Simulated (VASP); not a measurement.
Input:

```
CELL_PARAMETERS angstrom
      1.37068    -2.37409     0.00000
      1.37068     2.37409     0.00000
      0.00000     0.00000     4.31945
ATOMIC_POSITIONS crystal
  Os 0.33333 0.66667 0.25000
  Os 0.66667 0.33333 0.75000
```

Computed with PBE GGA, VASP's PBE PAW potentials (set 64) (plane waves; VASP). Numerical set-up: 480 eV cut-off, 14×14×8 Γ-centred mesh, first-order Methfessel-Paxton smearing of 0.10 eV, potentials Os.

**Question.** Give the stress tensor in GPa (positive for a compressed cell).

**Answer.** 
```
6.30  0.00  0.00
0.00  6.30  0.00
0.00  0.00  6.79
```
The pressure is its mean diagonal, 6.46 GPa.

The compound is Os in the hcp structure. This cell was strained or had an atom moved on purpose.
